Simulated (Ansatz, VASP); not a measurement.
# ZrGe2P4 (ZrGe2P4 monolayer): VASP beside Ansatz, part 2 of 2

Wanted: the spread between two codes on one cell, functional and k mesh. Of the first pair: The structure shown is the start of the Ansatz relaxation below; VASP solves that cell, so the two are compared at the walk's first step.

VASP 6.6.1 and Ansatz 0.2.0.

So far. Step 4 (Differences): The forces differ by 15 meV/Å r.m.s., which is 1.2 % of the r.m.s. force of 1.273 eV/Å (both taken over all components). With vacuum in the cell, a pressure given here is an average over mostly empty space and none of the material.

**5. Ansatz: relaxation, PBE with D3(BJ)**

Level of this step: Ansatz beside VASP: Kohn-Sham DFT, plane waves, PBE with D3(BJ) (Ansatz).

This run makes the geometry at which the two programs are then compared.

The structure compared here is the end of the Ansatz relaxation.

Input file input.yaml:

```yaml
crystal:
  lattice:
    - [3.58, 0.0, 0.0]
    - [-1.79, 3.1003709455, 0.0]
    - [0.0, 0.0, 49.2434893957]
  atoms:
    - { symbol: P, position: [0.0, 0.0, 0.4071604236] }
    - { symbol: Ge, position: [0.3333333333, 0.6666666667, 0.4224633457] }
    - { symbol: P, position: [0.3333333333, 0.6666666667, 0.4671393024] }
    - { symbol: Zr, position: [0.0, 0.0, 0.5] }
    - { symbol: P, position: [0.3333333333, 0.6666666667, 0.5328606976] }
    - { symbol: Ge, position: [0.3333333333, 0.6666666667, 0.5775366543] }
    - { symbol: P, position: [0.0, 0.0, 0.5928395764] }
  periodic: [true, true, false]
kpoints:
  mp_grid: { grid: [12, 12, 1] }
hamiltonian:
  xc: pbe
  dispersion: d3bj
scf:
  occupations: { method: fermi_dirac, width: 0.05 }
  convergence: { dr2_threshold: 1.0e-09 }
relax:
  f_tol: 0.004
  max_steps: 90
  cell: {}
output:
  write_potential: true
  write_density: true
  volumetric_format: npy
```

On the command line:

```sh
> ansatz run input.yaml --threads 2 --pin off --max-ram 3072MiB --backend cpu --events-out ev --progress --plain --runs-dir out
```

Numbers of over 12 decimals in the logs are rounded to 6 here.

Log:

```text
[...]
Crystal: 7 atoms, lattice volume = 546.570 Å³
Basis set: ecut = 420 eV, 10515 PW (Γ), exchange–correlation on 48×48×720 points (8 copies of the dense FFT grid, shifted against one another)
Bands: 37, of which v1, the nominal top of the filled ones, is band 30 counted from 1 (29 counted from 0)
Symmetry: 12 space group operations
[...]
- { symbol: P, position: [1.2065274464013217e-17, -5.135725556199064e-17, 0.401300] }
    - { symbol: Ge, position: [0.333333, 0.666667, 0.422451] }
    - { symbol: P, position: [0.333333, 0.666667, 0.469490] }
    - { symbol: Zr, position: [1.0573552618554956e-17, -5.135725556199064e-17, 0.5] }
    - { symbol: P, position: [0.333333, 0.666667, 0.530510] }
    - { symbol: Ge, position: [0.333333, 0.666667, 0.577549] }
    - { symbol: P, position: [9.081830773096732e-18, -5.135725556199064e-17, 0.598700] }
[key lines of the parts left out:]
SCF converged after 8 iterations
Free energy (F): -15800.641310 eV
Fermi energy:    -5.576519 eV
P = ½ c Tr σ = 0.0251 N/m
```

**6. VASP: single point, PBE with D3(BJ), relaxed cell, pair 2**

The same cell, functional, mesh and smearing now go to VASP, with its own data sets.

Input file INCAR:

```
SYSTEM = ZrGe2P4
PREC = Accurate
ENCUT = 410
EDIFF = 1E-06
NELM = 120
ISMEAR = -1
SIGMA = 0.05
LREAL = .FALSE.
ALGO = Normal
GGA = PE
IVDW = 12
NBANDS = 37
LASPH = .TRUE.
LORBIT = 11
LWAVE = .FALSE.
LCHARG = .FALSE.
ISIF = 2
LDIPOL = .TRUE.
IDIPOL = 3
DIPOL = 0.5 0.5 0.5
LVHAR = .TRUE.
GGA_COMPAT = .FALSE.
NELMDL = -8
KPAR = 2
```

Input file POSCAR:

```
ZrGe2P4
1.0
    3.6810624651      0.0000000000      0.0000000000
   -1.8405312326      3.1878936077      0.0000000000
    0.0000000000      0.0000000000     49.2434893957
P Ge Zr
4 2 1
Direct
    0.0000000000      0.0000000000      0.4012995403
    0.3333333333      0.6666666667      0.4694900784
    0.3333333333      0.6666666667      0.5305099216
    0.0000000000      0.0000000000      0.5987004597
    0.3333333333      0.6666666667      0.4224505031
    0.3333333333      0.6666666667      0.5775494969
    0.0000000000      0.0000000000      0.5000000000
```

Input file KPOINTS:

```
Automatic mesh
0
Gamma
12 12 1
0 0 0
```

The projector-augmented-wave data sets are P, Ge_d and Zr_sv (PBE family, release 64).

On the command line:

```sh
> mpirun -np 2 vasp_std
```

Log:

```text
[... set-up lines as in an earlier step ...]
 entering main loop
       N       E                     dE             d eps       ncg     rms          rms(c)
DAV:   1     0.498384589141E+03    0.49838E+03   -0.24153E+04  1638   0.137E+03
DAV:   2     0.233773308212E+02   -0.47501E+03   -0.46532E+03  1768   0.327E+02
DAV:   3    -0.386632522950E+02   -0.62041E+02   -0.61614E+02  2071   0.139E+02
DAV:   4    -0.426682825709E+02   -0.40050E+01   -0.39848E+01  2294   0.350E+01
[...]
DAV:  24    -0.409825210090E+02   -0.13865E-05   -0.10910E-08   981   0.637E-04    0.103E-04
DAV:  25    -0.409825225318E+02   -0.15228E-05   -0.32561E-08  1044   0.573E-04    0.648E-05
DAV:  26    -0.409825227371E+02   -0.20538E-06   -0.29758E-09   918   0.387E-04
   1 F= -.43162911E+02 E0= -.43159747E+02  d E =-.632671E-02
```

From OUTCAR (step 6):

```text
 Edisp (eV)   -2.18039

  Total      -0.17053    -0.17053    -0.25524     0.00000     0.00000     0.00000
  in kB      -0.47281    -0.47281    -0.70767     0.00000     0.00000     0.00000
  external pressure =       -0.55 kB  Pullay stress =        0.00 kB

 POSITION                                       TOTAL-FORCE (eV/Angst)
 -----------------------------------------------------------------------------------
      0.00000      0.00000     19.76139        -0.000000      0.000000      0.020633
     -0.00000      2.12526     23.11933         0.000000     -0.000000     -0.022537
     -0.00000      2.12526     26.12416         0.000000     -0.000000      0.022537
      0.00000      0.00000     29.48210        -0.000000     -0.000000     -0.020633
     -0.00000      2.12526     20.80294         0.000000     -0.000000     -0.001590
     -0.00000      2.12526     28.44055         0.000000     -0.000000      0.001590
      0.00000      0.00000     24.62174         0.000000     -0.000000      0.000000
 -----------------------------------------------------------------------------------
    total drift:                               -0.000003      0.000002     -0.000000

  FREE ENERGIE OF THE ION-ELECTRON SYSTEM (eV)
  ---------------------------------------------------
  free  energy   TOTEN  =       -43.1629107146 eV

  energy  without entropy=      -43.1565840079  energy(sigma->0) =      -43.15974736

[... 1 part as in an earlier step ...]

[... 2 further parts left out ...]
[key lines of the parts left out:]
E-fermi :  -2.7738
```

The gap is under twice the smearing width, so the edge states are partly filled and the run can't tell a small gap from a semimetal.

**7. Side by side**

At this near-relaxed geometry the largest component of a force difference is 23 meV/Å. With vacuum in the cell, a pressure given here is an average over mostly empty space and none of the material.

**8. Results**

```
r.m.s. force difference (single point, PBE with D3(BJ), start cell, pair 1)   : 1.2 % of the r.m.s. force
r.m.s. force difference (single point, PBE with D3(BJ), relaxed cell, pair 2) : 9.5 meV/Å
```

In words: The r.m.s. force difference is 9.5 meV/Å (single point, PBE with D3(BJ), relaxed cell, pair 2), within the 12 meV/Å picked in this series as the mark of a large difference. How closely two codes agree says nothing of how well the functional describes the real material.

[Lines on the potential files, build, host, timing and source positions are cut from VASP's logs without a mark.]

[Logs are printed without paths, hosts, clocks, repeated set-up lines and the standing remarks that a program may print on its own settings, such as how far it seeks lower states.]

[Hosts, paths, dates, database ids (printed as entryN), source tags and the programs' standing remarks are cut or masked in the printed files.]
